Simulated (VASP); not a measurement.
VASP input:

KPOINTS:
```
kpoints
0
Gamma
 6 6 6
0 0 0
```

**INCAR**
```
GGA = PE
EDIFF = 1E-7
NELM = 100   ! most electronic steps
LREAL = .FALSE.
LMAXMIX = 4
LASPH = .TRUE.
LCHARG = .FALSE.
ISIF = 2   ! forces and stress, cell fixed
IVDW = 11
PREC = Accurate
ISMEAR = 0
ENCUT = 520
SIGMA = 0.05
ALGO = Normal   ! blocked Davidson
SYSTEM = CsBr
LWAVE = .FALSE.
```

### POSCAR
```
CsBr
1
    4.3900133867     0.0000000000     0.0000000000
    0.0000000000     4.3900133867     0.0000000000
    0.0000000000     0.0000000000     4.3900133867
Cs Br
1 1
Direct
  0.0000000000   0.0000000000   0.0000000000
  0.5000000000   0.5000000000   0.5000000000
```

POTCAR, in this order: Cs_sv Br (PBE.64 set). Program: vasp_std.

Q: Write an equivalent input for Quantum ESPRESSO's pw.x.

A: One equivalent input (not run):
```
&CONTROL
  calculation = 'scf'
  pseudo_dir = './pseudo'
  outdir = './out'
  tprnfor = .true.
  tstress = .true.
/
&SYSTEM
  ibrav = 0
  nat = 2
  ntyp = 2
  ecutwfc = 50
  occupations = 'smearing'
  smearing = 'gaussian'
  degauss = 0.003675
  input_dft = 'pbe'
  vdw_corr = 'grimme-d3'
  dftd3_version = 3
  dftd3_threebody = .false.
/
&ELECTRONS
  conv_thr = 7.3e-09
  electron_maxstep = 100
/
ATOMIC_SPECIES
  Cs 132.905 Cs.upf
  Br 79.904 Br.upf
CELL_PARAMETERS angstrom
     4.3900134    0.0000000    0.0000000
     0.0000000    4.3900134    0.0000000
     0.0000000    0.0000000    4.3900134
ATOMIC_POSITIONS crystal
  Cs   0.0000000  0.0000000  0.0000000
  Br   0.5000000  0.5000000  0.5000000
K_POINTS automatic
  6 6 6 0 0 0
```
The two are equivalent in intent, not identical: the potentials are each code's own (VASP's PAW set, PseudoDojo norm-conserving files in pw.x), so ENCUT and ecutwfc are chosen apart and not converted; conv_thr bounds pw.x's estimated SCF error, while EDIFF bounds the energy change between steps.

The compound is CsBr in the CsCl type structure. It was relaxed first, which changed the volume by +7 %.
